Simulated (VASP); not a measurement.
Input:

```yaml
crystal:
  lattice:
    - [-1.65000, 1.65000, 1.65000]
    - [1.65000, -1.65000, 1.65000]
    - [1.65000, 1.65000, -1.65000]
  atoms:
    - { symbol: Ta, position: [0.00000, 0.00000, 0.00000] }
```

All values below come from PBE GGA, VASP's PBE PAW potentials (set 64) (plane waves; VASP). Run with 400 eV cut-off, 12×12×12 Γ-centred mesh, first-order Methfessel-Paxton smearing of 0.10 eV, potentials Ta_pv.

Give the stress tensor in GPa (positive for a compressed cell).

```
2.45  0.00  0.00
0.00  2.45  0.00
0.00  0.00  2.45
```
The pressure is its mean diagonal, 2.45 GPa.

The compound is Ta in the bcc structure. The cell was not relaxed at this level.
